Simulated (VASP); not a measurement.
Data:

```xyz
4
Lattice="4.0357 0.0000 0.0000 0.0000 4.0357 0.0000 0.0000 0.0000 4.0357" Properties=species:S:1:pos:R:3 pbc="T T T"
Sc     0.0000     0.0000     0.0000
Al     0.0000     2.0178     2.0178
Al     2.0178     0.0000     2.0178
Al     2.0178     2.0178     0.0000
```

All values below come from PBE GGA, VASP's PBE PAW potentials (set 64) (plane waves; VASP 6.6.1). Settings: 500 eV cut-off, 8×8×8 Γ-centred mesh, first-order Methfessel-Paxton smearing of 0.10 eV, potentials Sc_sv Al.

Energy and stress use the plane-wave basis of the starting cell.

The ions, cell shape and volume at an external pressure of 10.0 GPa are relaxed. Give the cell that the relaxation ends in.

```xyz
4
Lattice="3.9785 0.0000 0.0000 0.0000 3.9785 0.0000 0.0000 0.0000 3.9785" Properties=species:S:1:pos:R:3 pbc="T T T"
Sc     0.0000     0.0000     0.0000
Al     0.0000     1.9892     1.9892
Al     1.9892     0.0000     1.9892
Al     1.9892     1.9892     0.0000
```
Space group Pm-3m (221), at a tolerance of 0.03 Å.

How do energy and volume change from the first to the last step?

The energy (σ→0) changes by +31.8 meV/atom and the volume by -4.2 %, in 3 ionic steps.

```
step  E(σ→0) (eV)  max force (eV/Å)  pressure (GPa)  volume (Å³)
----  -----------  ----------------  --------------  -----------
1        -19.2443             0.000            5.00        65.73
2        -18.9654             0.000           14.33        60.97
3        -19.1170             0.000            9.98        62.97
```

The compound is Al3Sc in the L1_2 structure. This run relaxes it under an external pressure of 10 GPa. Symmetry was kept, so distortions that lower it aren't found.
